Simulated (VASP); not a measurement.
A VASP calculation is set up with these files.

POSCAR:
```
PdIn
1.0
  3.3063622438   0.0000000000   0.0000000000
  0.0000000000   3.3063622438   0.0000000000
  0.0000000000   0.0000000000   3.3063622438
In Pd
1 1
Cartesian
  1.6531811219   1.6531811219   1.6531811219
  0.0000000000   0.0000000000   0.0000000000
```

### KPOINTS
```
Automatic mesh
0
Gamma
10 10 10
0 0 0
```

INCAR:
```
# general
SYSTEM  = PdIn
PREC    = Accurate
ENCUT   = 480   # plane-wave cut-off (eV)
LREAL   = F   # projection in real space or not
LASPH   = T   # aspherical one-centre terms

# electronic loop
EDIFF   = 1E-7
NELM    = 100   # most electronic steps
ALGO    = Normal
LMAXMIX = 4   # l cut-off of mixed one-centre charges

# smearing
ISMEAR  = 1   # Methfessel-Paxton
SIGMA   = 0.1   # width (eV)

# functional
GGA     = PE   # PBE

# ions
ISIF    = 2   # forces and stress, cell fixed

# output
LWAVE   = F
LCHARG  = F
```

POTCAR, in this order: In_d Pd (PBE.64 set). Program: vasp_std.

Question: Translate this PBE calculation to Ansatz.

Answer: One equivalent input (not run):
Ansatz 0.2 input:
```yaml
crystal:
  lattice:
    - [3.3063622, 0.0000000, 0.0000000]
    - [0.0000000, 3.3063622, 0.0000000]
    - [0.0000000, 0.0000000, 3.3063622]
  atoms:
    - { symbol: In, position: [0.5000000, 0.5000000, 0.5000000] }
    - { symbol: Pd, position: [0.0000000, 0.0000000, 0.0000000] }
kpoints:
  mp_grid: { grid: [10, 10, 10] }
hamiltonian:
  xc: pbe
  pseudopotentials: { kind: paw }
scf:
  occupations: { method: methfessel_paxton, width: 0.1 }
  max_iter: 100
output: { forces: true, stress: true, eigenvalues: true }
```
Limits of the translation: each code has its own PAW files, so the cut-off isn't converted (ENCUT is set for VASP's; basis.ecutwfc is left out, and Ansatz then takes the one that its files recommend); Ansatz stops its SCF on the density residual and VASP on the energy change (EDIFF).

The compound is PdIn in the CsCl type structure. It was relaxed first, which changed the volume by +5 %.
